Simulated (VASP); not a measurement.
VASP ran on this input.

**POSCAR**
```
TiO
1
    2.6296657914     0.0000000000     0.0000000000
    0.0000000000     2.6296657914     0.0000000000
   -0.0000000000    -0.0000000000     2.6296657914
Ti O
1 1
Direct
  1.0000000000   0.0000000000   1.0000000000
  0.5000000000   0.5000000000   0.5000000000
```

File KPOINTS:
```
Automatic mesh
0
Gamma
12 12 12
0 0 0
```

INCAR:
```
LASPH  =  .True.   # aspherical one-centre terms
LMIXTAU  =  .True.
LCHARG  =  .False.
METAGGA  =  R2SCAN
EDIFFG  =  -0.01
SIGMA  =  0.1   # width (eV)
LREAL  =  .False.
IBRION  =  2   # conjugate gradients
ENCUT  =  520   # plane-wave cut-off (eV)
ISMEAR  =  1   # Methfessel-Paxton
LMAXMIX  =  4   # l cut-off of mixed one-centre charges
NELM  =  100
EDIFF  =  1E-6   # SCF stop (eV)
SYSTEM  =  TiO
LWAVE  =  .False.
ISIF  =  3
NSW  =  60
ALGO  =  Normal   # blocked Davidson
PREC  =  Accurate
```

POTCAR, in this order: Ti_sv O (PBE.64 set). Program: vasp_std.

### Question
Translate this r2SCAN calculation to Ansatz.

### Answer
One equivalent input (not run):
Ansatz 0.2 input:
```yaml
crystal:
  lattice:
    - [2.6296658, 0.0000000, 0.0000000]
    - [0.0000000, 2.6296658, 0.0000000]
    - [0.0000000, 0.0000000, 2.6296658]
  atoms:
    - { symbol: Ti, position: [1.0000000, 0.0000000, 1.0000000] }
    - { symbol: O, position: [0.5000000, 0.5000000, 0.5000000] }
kpoints:
  mp_grid: { grid: [12, 12, 12] }
hamiltonian:
  xc: r2scan
  pseudopotentials: { kind: paw }
scf:
  occupations: { method: methfessel_paxton, width: 0.1 }
  max_iter: 100
relax:
  max_steps: 60
  f_tol: 0.01
  cell: {}
output: { forces: true, stress: true, eigenvalues: true }
```
The two are equivalent in intent, not identical: each code has its own PAW files, so the cut-off isn't converted (ENCUT is set for VASP's; basis.ecutwfc is left out, and Ansatz then takes the one that its files recommend); Ansatz stops its SCF on the density residual and VASP on the energy change (EDIFF).

The structure was generated: TiO was put into the CsCl type type (Pm-3m), which need not be its known phase. It was relaxed first, which changed the volume by -28 %. The start is the result of an earlier pass.
